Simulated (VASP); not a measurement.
VASP ran on this input.

### INCAR
```
# general
SYSTEM   =  HfO2
PREC     =  Accurate
ENCUT    =  620   # plane-wave cut-off (eV)
LREAL    =  .FALSE.   # projection in real space or not
LASPH    =  .TRUE.   # aspherical one-centre terms

# electronic loop
EDIFF    =  1E-6   # SCF stop (eV)
NELM     =  100   # most electronic steps
ALGO     =  Normal   # blocked Davidson
LMAXMIX  =  6   # l cut-off of mixed one-centre charges

# smearing
ISMEAR   =  0   # Gaussian
SIGMA    =  0.05   # width (eV)

# ions
IBRION   =  2
NSW      =  40
ISIF     =  3   # ions, shape and volume
EDIFFG   =  -0.02   # ionic stop
PSTRESS  =  450   # kbar

# output
LWAVE    =  .FALSE.
LCHARG   =  .FALSE.
```

KPOINTS:
```
kpoints
0
Gamma
8 8 8
```

### POSCAR
```
HfO2
1
    0.0000000000     2.4201151644     2.4201151644
    2.4201151644     0.0000000000     2.4201151644
    2.4201151644     2.4201151644     0.0000000000
Hf O
1 2
Direct
  0.0000000000   0.0000000000   0.0000000000
  0.2500000000   0.2500000000   0.2500000000
  0.7500000000   0.7500000000   0.7500000000
```

POTCAR, in this order: Hf_pv O (LDA.64 set). Program: vasp_std.

Q: Write an equivalent input for Ansatz.

A: One equivalent input (not run):
Ansatz 0.2 input:
```yaml
crystal:
  lattice:
    - [0.0000000, 2.4201152, 2.4201152]
    - [2.4201152, 0.0000000, 2.4201152]
    - [2.4201152, 2.4201152, 0.0000000]
  atoms:
    - { symbol: Hf, position: [0.0000000, 0.0000000, 0.0000000] }
    - { symbol: O, position: [0.2500000, 0.2500000, 0.2500000] }
    - { symbol: O, position: [0.7500000, 0.7500000, 0.7500000] }
kpoints:
  mp_grid: { grid: [8, 8, 8] }
hamiltonian:
  xc: lda
  pseudopotentials: { kind: paw }
scf:
  occupations: { method: gaussian, width: 0.05 }
  max_iter: 100
relax:
  max_steps: 40
  f_tol: 0.02
  cell: { p_target: 45 }
output: { forces: true, stress: true, eigenvalues: true }
```
The two are equivalent in intent, not identical: each code has its own PAW files, so the cut-off isn't converted (ENCUT is set for VASP's; basis.ecutwfc is left out, and Ansatz then takes the one that its files recommend); Ansatz stops its SCF on the density residual and VASP on the energy change (EDIFF); Ansatz's lda is the Perdew-Wang form, while the LDA potentials of VASP carry Perdew-Zunger's.

The compound is HfO2 in the fluorite structure, the high-temperature cubic form, which is unstable at 0 K; the monoclinic form is the stable one. This run relaxes it under an external pressure of 45 GPa. Symmetry was kept, so distortions that lower it aren't found.
